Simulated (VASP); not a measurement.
Given:

```yaml
crystal:
  lattice:
    - [-1.87420, 1.95245, 8.31415]
    - [1.87420, -1.95245, 8.31415]
    - [1.87420, 1.95245, -8.31415]
  atoms:
    - { symbol: W, position: [0.00000, 0.00000, 0.00000] }
    - { symbol: I, position: [0.16072, 0.16072, 0.00000] }
    - { symbol: I, position: [0.83928, 0.83928, 0.00000] }
    - { symbol: O, position: [0.50000, 0.00000, 0.50000] }
    - { symbol: O, position: [0.00000, 0.50000, 0.50000] }
```

All values below come from PBEsol GGA, VASP's PBE PAW potentials (set 64) (plane waves; VASP 6.6.1). Run with 400 eV cut-off, 5×5×5 Γ-centred mesh, Gaussian smearing of 0.10 eV, potentials W_sv I O.

At this cut-off the stress carries a Pulay error, which pulls relaxed volumes low.

Problem. Give the force on each atom (eV/Å).

Solution. 
| atom | Fx | Fy | Fz |
|---|---|---|---|
| W1 | 0.000 | 0.000 | 0.000 |
| I2 | 0.000 | 0.000 | 0.276 |
| I3 | 0.000 | 0.000 | -0.276 |
| O4 | 0.000 | 0.000 | 0.000 |
| O5 | 0.000 | 0.000 | 0.000 |

Problem. Give the stress tensor in GPa (positive for a compressed cell).

Solution. 
```
 1.39   0.00   0.00
 0.00  -9.43   0.00
 0.00   0.00   0.46
```
The pressure is its mean diagonal, -2.52 GPa.

The structure comes from a measured WI2O2 entry of the Crystallography Open Database, whose conditions weren't checked. The cell was not relaxed at this level. The k-mesh is coarse (spacing up to 0.46 per Å, 2π included), so the numbers may not be converged in it.
